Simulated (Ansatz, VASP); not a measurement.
## Cross-check of Ge (Germanium) between VASP and Ansatz

One calculation is typed for both programs; each brings its own data sets. How far apart do they land? The cell is taken from a series of runs on this material, whose earlier steps may have relaxed, scaled, displaced or heated it; both programs get it as it stands.

Method: plane waves, with VASP 6.6.1 beside it; single point at r2SCAN, spin-orbit coupling, in Ansatz 0.2.0.

## Step 1: Starting point

Symmetry: Fd-3m, No. 227, cubic system. The conventional cell has a = 5.658 Å, b = 5.658 Å, c = 5.658 Å, α = 90.00°, β = 90.00°, γ = 90.00°. Ge has 4 Ge at 2.45 Å nearest.

Coordinates:

```xyz
2
Lattice="0.0000 2.8289 2.8289 2.8289 0.0000 2.8289 2.8289 2.8289 0.0000" Properties=species:S:1:pos:R:3 pbc="T T T"
Ge    0.0000    0.0000    0.0000
Ge    1.4145    1.4145    1.4145
```

## Step 2: VASP: single point, r2SCAN, spin-orbit coupling

With cell and atoms fixed, the geometry can't cause a difference; cores, projectors, grids and the points listed under the comparison can.

Lines of VASP's logs that name or quote its potential files are left out, and so is its time.

INCAR reads:

```
SYSTEM = Ge
PREC = Accurate
ENCUT = 450
EDIFF = 1E-06
NELM = 200
ISMEAR = -1
SIGMA = 0.02
LREAL = .FALSE.
ALGO = Normal
METAGGA = R2SCAN
LASPH = .TRUE.
LNONCOLLINEAR = .TRUE.
MAGMOM = 0 0 0 0 0 0
NBANDS = 40
GGA_COMPAT = .FALSE.
LSORBIT = .TRUE.
LORBIT = 11
LWAVE = .FALSE.
LCHARG = .FALSE.
ISIF = 2
EFERMI = MIDGAP
LMIXTAU = .TRUE.
KPAR = 2
```

POSCAR reads:

```
Ge
1.0
    0.0000000000      2.8289100000      2.8289100000
    2.8289100000      0.0000000000      2.8289100000
    2.8289100000      2.8289100000      0.0000000000
Ge
2
Direct
    0.0000000000      0.0000000000      0.0000000000
    0.2500000000      0.2500000000      0.2500000000
```

KPOINTS reads:

```
Automatic mesh
0
Gamma
8 8 8
0 0 0
```

Potentials, in the order of the species: Ge_d (PBE family, release 64).

On the command line:

```sh
mpirun -np 2 vasp_ncl
```

Numbers of over 12 decimals in the logs are rounded to 6 here.

The program printed:

```text
[banner, memory and clock lines left out]
running    2 mpi-ranks, on    1 nodes
 distrk:  each k-point on    1 cores,    2 groups
 distr:  one band on    1 cores,    1 groups

 POSCAR found type information on POSCAR Ge
 POSCAR found :  1 types and       2 ions
|                                                                             |
|               ----> ADVICE to this user running VASP <----                  |
|                                                                             |
|     You enforced a specific xc type in the INCAR file but a different       |
|     [... a line on the potential file left out ...]
|     I HOPE YOU KNOW WHAT YOU ARE DOING!                                     |
|                                                                             |

 LDA part: xc-table for (None), standard interpolation
 POSCAR, INCAR and KPOINTS ok, starting setup
 FFT: planning ... GRIDC
 FFT: planning ... GRID_SOFT
 FFT: planning ... GRID
 WAVECAR not read
 entering main loop
       N       E                     dE             d eps       ncg     rms          rms(c)
DAV:   1     0.240864382443E+03    0.24086E+03   -0.12801E+04  2808   0.366E+03
DAV:   2     0.168004861104E+02   -0.22406E+03   -0.21494E+03  2320   0.837E+02
DAV:   3    -0.278975285540E+02   -0.44698E+02   -0.44084E+02  2624   0.196E+02
DAV:   4    -0.303917956067E+02   -0.24943E+01   -0.24916E+01  2640   0.550E+01
DAV:   5    -0.304435721472E+02   -0.51777E-01   -0.51774E-01  2568   0.891E+00    0.338E+00
DAV:   6    -0.277469748512E+02    0.26966E+01   -0.35099E-01  2584   0.103E+01    0.196E+00
DAV:   7    -0.275903559194E+02    0.15662E+00   -0.28961E-01  3016   0.833E+00    0.407E-01
DAV:   8    -0.277539915258E+02   -0.16364E+00   -0.11838E-01  2480   0.473E+00    0.133E-01
DAV:   9    -0.277444945670E+02    0.94970E-02   -0.56717E-03  2568   0.871E-01    0.112E-01
DAV:  10    -0.277460790208E+02   -0.15845E-02   -0.88487E-04  2832   0.493E-01    0.721E-02
DAV:  11    -0.277468455036E+02   -0.76648E-03   -0.27525E-03  2888   0.822E-01    0.216E-02
DAV:  12    -0.277475523406E+02   -0.70684E-03   -0.26288E-04  2408   0.193E-01    0.166E-02
DAV:  13    -0.277475828211E+02   -0.30480E-04   -0.13323E-05  2656   0.464E-02    0.130E-02
DAV:  14    -0.277476149432E+02   -0.32122E-04   -0.29751E-05  2920   0.930E-02    0.257E-03
DAV:  15    -0.277476201139E+02   -0.51707E-05   -0.15958E-05  2384   0.372E-02    0.223E-03
DAV:  16    -0.277476315541E+02   -0.11440E-04   -0.25913E-06  1984   0.121E-02    0.127E-03
DAV:  17    -0.277476328494E+02   -0.12953E-05   -0.13892E-07  1656   0.408E-03    0.546E-04
DAV:  18    -0.277476345661E+02   -0.17167E-05   -0.40742E-07  1728   0.567E-03    0.308E-04
DAV:  19    -0.277476346883E+02   -0.12227E-06   -0.40602E-08  1376   0.238E-03
   1 F= -.27747635E+02 E0= -.27747634E+02  d E =-.113708E-05  mag=     0.0000    -0.0000    -0.0000
```

Parts of OUTCAR (step 2):

```text
ion  position               nearest neighbor table
   1  0.000  0.000  0.000-   2 2.45   2 2.45   2 2.45   2 2.45
   2  0.250  0.250  0.250-   1 2.45   1 2.45   1 2.45   1 2.45

  LATTYP: Found a face centered cubic cell.
 ALAT       =     5.6578200000

 Subroutine GETGRP returns: Found 48 space group operations
 (whereof 24 operations were pure point group operations)

The static configuration has the point symmetry T_d .
 The point group associated with its full space group is O_h .

 Found     29 irreducible k-points:

   k-points           NKPTS =     29   k-points in BZ     NKDIM =     29   number of bands    NBANDS=     40

   dimension x,y,z NGX =    28 NGY =   28 NGZ =   28
   dimension x,y,z NGXF=    56 NGYF=   56 NGZF=   56

   ENCUT  =  450.0 eV  33.07 Ry    5.75 a.u.   6.92  6.92  6.92*2*pi/ulx,y,z

   NELECT =      28.0000    total number of electrons

 k-points in reciprocal lattice and weights: Automatic mesh
   0.00000000  0.00000000  0.00000000       0.002
   0.12500000  0.00000000  0.00000000       0.016
   0.25000000  0.00000000  0.00000000       0.016
   0.37500000  0.00000000  0.00000000       0.016
   0.50000000  0.00000000  0.00000000       0.008
   0.12500000  0.12500000  0.00000000       0.012
   0.25000000  0.12500000  0.00000000       0.047
   0.37500000  0.12500000  0.00000000       0.047
   0.50000000  0.12500000  0.00000000       0.047
[...]
-0.37500000  0.50000000  0.12500000       0.023
  -0.25000000  0.50000000  0.25000000       0.012

 average (electrostatic) potential at core
       1 -79.4434       2 -79.4434

 E-fermi :   5.0539

 k-point     1 :       0.0000    0.0000    0.0000
  band No.  band energies     occupation
    ...
     24       4.6085      1.00000
     25       4.8975      0.99960
     26       4.8975      0.99960
     27       4.8976      0.99960
     28       4.8976      0.99960
     29       5.2057      0.00051
     30       5.2057      0.00051
     31       7.3747      0.00000
     32       7.3747      0.00000
     33       7.5841      0.00000
    ...

 k-point     2 :       0.1250    0.0000    0.0000
  band No.  band energies     occupation
    ...
     24       2.4548      1.00000
     25       4.3548      1.00000
     26       4.3548      1.00000
     27       4.5419      1.00000
     28       4.5419      1.00000
     29       6.1054      0.00000
     30       6.1054      0.00000
     31       7.9169      0.00000
     32       7.9169      0.00000
     33       8.0593      0.00000
    ...

 k-point     3 :       0.2500    0.0000    0.0000
  band No.  band energies     occupation
    ...
     24      -0.0363      1.00000
     25       3.7778      1.00000
     26       3.7778      1.00000
     27       3.9613      1.00000
     28       3.9613      1.00000
     29       5.7351      0.00000
     30       5.7351      0.00000
     31       8.5939      0.00000
     32       8.5939      0.00000
     33       8.7274      0.00000
    ...

  Total        0.0947570      0.0947570      0.0947570     -0.0000000      0.0000000     -0.0000000
  in kB        3.3530087      3.3530087      3.3530087     -0.0000000      0.0000000     -0.0000000
  external PRESSURE =       3.3530087 kB  Pullay stress =       0.0000000 kB

  energy-cutoff  :      450.00
  volume of cell :       45.28
      direct lattice vectors                 reciprocal lattice vectors
     0.000000000  2.828910000  2.828910000    -0.176746521  0.176746521  0.176746521
     2.828910000  0.000000000  2.828910000     0.176746521 -0.176746521  0.176746521
     2.828910000  2.828910000  0.000000000     0.176746521  0.176746521 -0.176746521

 POSITION                                       TOTAL-FORCE (eV/Angst)
 -----------------------------------------------------------------------------------
      0.00000      0.00000      0.00000        -0.000000     -0.000000     -0.000000
      1.41446      1.41446      1.41446         0.000000      0.000000      0.000000
 -----------------------------------------------------------------------------------
    total drift:                                0.000000      0.000000      0.000000

  FREE ENERGIE OF THE ION-ELECTRON SYSTEM (eV)
  ---------------------------------------------------
  free  energy   TOTEN  =       -27.7476346883 eV

  energy  without entropy=      -27.7476335513  energy(sigma->0) =      -27.74763412

 Spin-Orbit-Coupling matrix elements
 Ion:    1  E_soc:     -0.0173186
 Ion:    2  E_soc:     -0.0173186

 total charge
# of ion       s       p       d       tot
------------------------------------------
    1        1.102   1.294  10.023  12.419
    2        1.102   1.294  10.023  12.419
--------------------------------------------------
tot          2.204   2.588  20.046  24.838

 magnetization (x)
# of ion       s       p       d       tot
------------------------------------------
    1        0.000   0.000   0.000   0.000
    2       -0.000   0.000   0.000   0.000
--------------------------------------------------
tot         -0.000   0.000   0.000   0.000

 magnetization (y)
# of ion       s       p       d       tot
------------------------------------------
    1       -0.000  -0.000   0.000  -0.000
    2       -0.000  -0.000   0.000  -0.000
--------------------------------------------------
tot         -0.000  -0.000   0.000  -0.000

 magnetization (z)
# of ion       s       p       d       tot
------------------------------------------
    1        0.000  -0.000   0.000  -0.000
    2        0.000  -0.000  -0.000  -0.000
--------------------------------------------------
tot          0.000  -0.000   0.000  -0.000

[... 3 further parts left out ...]
```

The run ends at a pressure of 0.34 GPa.

## Step 3: Ansatz: single point, r2SCAN, spin-orbit coupling

Ansatz runs on its PAW fully relativistic soft_1 files.

The same cell, functional, mesh and smearing now go to Ansatz, which takes its cutoff from its data sets.

input.yaml reads:

```yaml
crystal:
  lattice:
    - [0.0, 2.82891, 2.82891]
    - [2.82891, 0.0, 2.82891]
    - [2.82891, 2.82891, 0.0]
  atoms:
    - { symbol: Ge, position: [0.0, 0.0, 0.0] }
    - { symbol: Ge, position: [0.25, 0.25, 0.25] }
kpoints:
  mp_grid: { grid: [8, 8, 8] }
  band_path:
    path:
      - [0.0, 0.0, 0.0]
      - [0.5, 0.0, 0.5]
      - [0.625, 0.25, 0.625]
      - [0.375, 0.375, 0.75]
      - [0.5, 0.5, 0.5]
      - [0.5, 0.25, 0.75]
    npoints: 1
hamiltonian:
  xc: r2scan
  pseudopotentials: { kind: paw_fr, azcp: { folder: soft_1 } }
scf:
  occupations: { method: fermi_dirac, width: 0.02 }
  n_extra_bands: 8
magnetization:
  noncollinear: true
  spin_orbit: true
output:
  eigenvalues: true
  write_density: true
  write_potential: true
  elf: true
  volumetric_format: npy
```

On the command line:

```sh
ansatz run input.yaml --threads 3 --pin off --max-ram 92160MiB --backend cuda --events-out ev --progress --plain --runs-dir out --devices 1 --max-vram 13GiB
```

The program printed:

```text
scf.n_extra_bands = 8 over 28 filled bands (N_el = 28.0): the run solves 36 bands
GPUs: using 1 of 1 available (devices: 1).
Engine: ansatz 0.2.0, x86_64-unknown-linux-gnu
Pseudopotentials: kind: paw_fr
Pseudopotential: Ge, paw, valence charge 14, recommended cutoff 500 eV (meta_gga), soft_1/Ge.paw.azcp
Functional definition: r2SCAN
  parameter k0 = 0.174
  parameter k1 = 0.065
  parameter a1 = 4.9479
  exchange = r2scan_x(k0 = k0, k1 = k1, a1 = a1)
  correlation = r2scan_c
non-collinear run that drives no moment, with spin-orbit: no starting moment large enough to seed its density (crystal.atoms[].spin), no starting occupations that ask for one, no magnetisation constraint and no magnetic field, so the semilocal B_xc is pinned to zero
device memory: the entry about to start is reckoned to put 3.8 GiB on a device that reports 44.3 GiB free (of which the cap on the GPU budget leaves the run 13.0 GiB)
GPU FFT provider: cuFFT
GPU libraries: cuBLAS 13.8.2, cuFFT 12.4.0, cuSOLVER 12.3.4
Crystal: 2 atoms, lattice volume = 45.278 Å³
Basis set: ecut = 500 eV, 1139 PW (Γ), exchange–correlation on 120×120×120 points (64 copies of the dense FFT grid, shifted against one another)
Bands: 36, of which v1, the nominal top of the filled ones, is band 28 counted from 1 (27 counted from 0)
Symmetry: 48 space group operations + 48 with time reversal
Magnetic group: BNS 227.129 (UNI 1631), of the structure as read, at distance tolerance 3.6e-5 Å
k-points: 29 of 512
Projection manifold: j_resolved (fully-relativistic pseudo-atomic orbitals)
Non-local potential: Ge, projectors of the file, resolved by j, l = 0: 2, l = 1: 4, l = 2: 6, l = 3: 2
PAW form: soft (Blöchl's): semilocal exchange-correlation on the pseudo side does not see the compensation charge
PAW frozen core: Ge, regenerated for the run's functional (the file was generated under x = pbe(κ = 0.804, μ = 0.219515), c = pbe(β = 0.066725))
PAW one-centre angular grid: Ge, 590 points (default); XC on 261 of its mesh's 2687 points in the sphere
Initial density: superposition of atomic densities (chi_scale 0.1, normalization cell)
Initial wavefunctions: pseudopotential atomic-orbital guess
GPU buffer pool allocated for 27000 grid points (all kernels)
GPU transforms: local potential and band sums: pruned to the plane-wave sphere, on 30×30×30
Functional: x = r2scan, c = r2scan; τ floored in thin density (d = 2e-4 eV/Å³)
iter 1 solved again at ethr=1.72e-3 eV; its pass at ethr=3.10e-3 eV (dr2=4.81e-1 eV) is discarded
SCF iter   1: F=—  HF=-8600.284974 eV  |F-HF|=—  |Δ(HF+E_count)|=         —  Δρ=3.78e-2  dr2=4.87e-1  dr2_τ=1.17e-3  dr2_m=0.00e0 (ungated)  ethr=1.72e-3  |M|=0.00e0 ∫|m|=0.00e0 μB  |m|>n=0.0e0 m-floor=0.0e0 τ_xc=0.0e0  β_m=0.30  ⟨swp⟩=1.1  Hψ=3201  notcnv=0
preconditioner: auto → none  [insulator: Δε(μ)=0.072 eV  Ē_g=24.353 eV  σ=0.020 eV  W_gap=0.70  n_scr=14 (ndim 8)  ℏωp=29.2 eV  f_vac=0.000  D(μ)=0.07/eV (n_scr^D=0)  ε∞_Penn≈2.4]
SCF iter   2: F=—  HF=-8600.305730 eV  |F-HF|=—  |Δ(HF+E_count)|=   2.08e-2  Δρ=2.67e-2  dr2=2.19e-1  dr2_τ=3.29e-4  dr2_m=0.00e0 (ungated)  ethr=1.72e-3  |M|=0.00e0 ∫|m|=0.00e0 μB  |m|>n=0.0e0 m-floor=0.0e0 τ_xc=0.0e0  β_m=0.61  ⟨swp⟩=2.0  Hψ=635  notcnv=0
SCF iter   3: F=—  HF=-8600.356585 eV  |F-HF|=—  |Δ(HF+E_count)|=   5.09e-2  Δρ=2.77e-3  dr2=1.62e-3  dr2_τ=8.70e-6  dr2_m=0.00e0 (ungated)  ethr=7.83e-4  |M|=0.00e0 ∫|m|=0.00e0 μB  |m|>n=0.0e0 m-floor=0.0e0 τ_xc=0.0e0  β_m=0.57  ⟨swp⟩=2.6  Hψ=683  notcnv=0
SCF iter   4: F=—  HF=-8600.356261 eV  |F-HF|=—  |Δ(HF+E_count)|=   3.24e-4  Δρ=5.79e-4  dr2=5.91e-5  dr2_τ=2.49e-7  dr2_m=0.00e0 (ungated)  ethr=5.77e-6  |M|=0.00e0 ∫|m|=0.00e0 μB  |m|>n=0.0e0 m-floor=0.0e0 τ_xc=0.0e0  β_m=0.61  ⟨swp⟩=2.1  Hψ=1046  notcnv=0
SCF iter   5: F=—  HF=-8600.356235 eV  |F-HF|=—  |Δ(HF+E_count)|=   2.68e-5  Δρ=1.89e-4  dr2=6.03e-6  dr2_τ=3.44e-8  dr2_m=0.00e0 (ungated)  ethr=2.11e-7  |M|=0.00e0 ∫|m|=0.00e0 μB  |m|>n=0.0e0 m-floor=0.0e0 τ_xc=0.0e0  β_m=0.78  ⟨swp⟩=2.2  Hψ=840  notcnv=0
SCF iter   6: F=-8600.356239 eV  HF=-8600.356239 eV  |F-HF|=8.35e-9  |Δ(HF+E_count)|=   3.88e-6  Δρ=6.62e-6  dr2=1.09e-8  dr2_τ=4.02e-11  dr2_m=0.00e0 (ungated)  ethr=3.57e-10  |M|=0.00e0 ∫|m|=0.00e0 μB  |m|>n=0.0e0 m-floor=0.0e0 τ_xc=0.0e0  ⟨swp⟩=2.1  Hψ=1867  notcnv=0
SCF 1 converged in 6 iterations: F = -8600.356239 eV  dr2 = 1.09e-8
  greatest PAW one-centre occupation: 0.997 electrons in one spin orbital (limit 2), on the Ge atom at site 0 (counted from 0), in its partial waves of l = 2
device memory: the entry about to start is reckoned to put 2.2 GiB on a device that reports 42.0 GiB free (of which the cap on the GPU budget leaves the run 13.0 GiB)
NSCF: frozen V_eff on 6 k-points
SCF converged after 6 iterations
Magnetization: |M| = 0.0000 μB,  M = (+0.0000, +0.0000, +0.0000) μB
Absolute magnetization: 0.0000 μB (∫|m|)
  site 0: m = (+0.0000, +0.0000, +0.0000) μB, |m| = 0.0000 μB  (R = 1.01 Å)
  site 1: m = (+0.0000, +0.0000, +0.0000) μB, |m| = 0.0000 μB  (R = 1.01 Å)
Free energy (F): -8600.356239 eV
Harris-Foulkes:  -8600.356239 eV  (|F-HF|=8.35e-9)
Internal energy: -8600.356238 eV  (E = F + TS)
E sigma→0 (E₀):  -8600.356238 eV
Entropy (-TS):   -0.000001 eV (-0.000 meV/atom)
Fermi energy:    8.614673 eV
--- Per-component energies (eV) ---
  E_band       = -318.822645
  E_kinetic    = 185.112256
  E_local      = -4502.643092  (includes V_loc(G=0)·N_el)
  E_nonlocal   = 437.278701
  E_hartree    = 2148.798737
  E_xc         = -131.822964
  E_vxc        = -136.766520  (∫ρ·V_xc dr)
  E_paw        = -4047.805326  (= ΣΔE_a)
  E_vpaw       = -606.548795  (= ΣTr[D̂ρ^β])
  E_aug_tail   = -0.000008  (compensation charges beyond the density's cutoff)
  E_vtau       = 7.156114  (kinetic-family band-sum trace: ∫τ·v_τ [+ j·A + Jᵃ·Aᵃ] dr)
  E_ewald      = -2687.134708
  E_core_change = -2.139835  (= ΣΔE_core)
  E_smearing   = -0.000001  (= −TS)
  E_closure    = -0.000000  (closes the sum)
  Σ components = -8600.356239   (vs F -8600.356239, Δ=0.00e0)
--- Band table (eV; the first three rows and the last of 29) ---
  k-point 0: bands = [... 24 lower, 8.4412, 8.4412, 8.4412, 8.4412, 8.7917, 8.7917, 10.9335, 10.9335, ... 4 higher]
  k-point 1: bands = [... 24 lower, 7.9002, 7.9002, 8.0869, 8.0869, 9.6780, 9.6780, 11.4745, 11.4745, ... 4 higher]
  k-point 2: bands = [... 24 lower, 7.3242, 7.3242, 7.5075, 7.5075, 9.3051, 9.3051, 12.1503, 12.1503, ... 4 higher]
  k-point 28: bands = [... 24 lower, 4.2559, 4.2559, 4.3303, 4.3303, 12.9772, 12.9772, 13.1103, 13.1103, ... 4 higher]
```

The column dr2 measures how far the density is from self-consistency, as an energy; F and HF (Harris–Foulkes) agree once it is small.

## Step 4: Side by side

Known differences besides the potentials themselves: spin-orbit coupling enters by fully relativistic files in Ansatz and inside the spheres in VASP; VASP keeps PBE cores, Ansatz makes them for the functional; the cutoff is 500 eV in Ansatz and 450 eV in VASP. Total energies have different zeros and are not compared.

Both answers:

```tsv
quantity	Ansatz	VASP	difference
gap on the k mesh (eV)	0.350	0.308	+0.042
```

A gap on the mesh is an upper bound, since the band edges may lie between its points.

## Step 5: Outcome

```yaml
difference_in_gap_on_the_k_mesh_single_point_r2scan_spin_orbit_coupling: 0.042 eV
```

**Reading.** The difference in gap on the k mesh is 0.042 eV (single point, r2SCAN, spin-orbit coupling), within the 0.08 eV picked in this series as the mark of a large difference. How closely two codes agree says nothing of how well the functional describes the real material.

[Lines on the potential files, build, host, timing and source positions are cut from VASP's logs without a mark.]

[Logs are printed without paths, hosts, clocks, repeated set-up lines and the standing remarks that a program may print on its own settings, such as how far it seeks lower states.]

[Hosts, paths, dates, database ids (printed as entryN), source tags and the programs' standing remarks are cut or masked in the printed files.]
